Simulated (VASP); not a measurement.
Sb:

```
Sb
1.0
     2.15420    1.24373    3.75800
    -2.15420    1.24373    3.75800
     0.00000   -2.48746    3.75800
Sb
2
Direct
  0.23349 0.23349 0.23349
  0.76651 0.76651 0.76651
```

Base run:

```yaml
Program: VASP 6.6.1
Functional: PBE
Dispersion: D3(BJ)
Potentials_or_basis: VASP PAW PBE potentials, release 64 (Sb)
Cutoff: 520 eV
k_mesh: 9 × 9 × 9
Occupations: gaussian, width 0.02 eV
Spin: no spin polarisation
```

Its results: band gap on the k mesh 0.08 eV, indirect (least direct gap 0.49 eV); pressure 0.2 GPa; largest force 0.214 eV/Å.

**Question.** The run is repeated on the same cell with these changes: k mesh from 9 × 9 × 9 to 6 × 6 × 6. What comes out?

**Answer.** Band gap on the k mesh none (metal or under the smearing width); pressure 0.3 GPa; largest force 0.104 eV/Å.

Caveats: spin-orbit coupling is left out, which moves the levels of the heavy elements (some runs); an odd mesh through Γ misses points on the zone boundary, where band edges often lie (some runs); pairwise dispersion overbinds metals, which lowers pressure and volume (some runs).
